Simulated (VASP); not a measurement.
```yaml
crystal:
  lattice:
    - [0.00000, 2.30258, 2.30258]
    - [2.30258, 0.00000, 2.30258]
    - [2.30258, 2.30258, 0.00000]
  atoms:
    - { symbol: Hf, position: [0.00000, 0.00000, 0.00000] }
    - { symbol: C, position: [0.50000, 0.50000, 0.50000] }
```

These are PBEsol GGA, VASP's PBE PAW potentials (set 64) (plane waves; VASP) values and carry that method's errors. Settings: 520 eV cut-off, Gaussian smearing of 0.050 eV, potentials Hf_pv C.

**Question.** Give the energies of bands 5 to 10 at the high-symmetry points, in eV from the Fermi level.

**Answer.** 
```csv
band,Γ,X,U,L,W
5,1.02,-2.57,-3.61,-6.33,-3.09
6,1.02,-1.95,-2.74,-3.11,-2.75
7,1.02,-0.07,-1.69,-3.11,-2.75
8,1.33,-0.07,1.55,5.44,3.72
9,1.33,5.45,5.92,5.44,3.72
10,1.33,6.93,6.33,5.93,6.95
```

It has no gap at this level: it comes out as a metal or semimetal.

The structure was generated: HfC was put into the rock salt type (Fm-3m), which need not be its known phase. It was relaxed first, which changed the volume by -39 %.
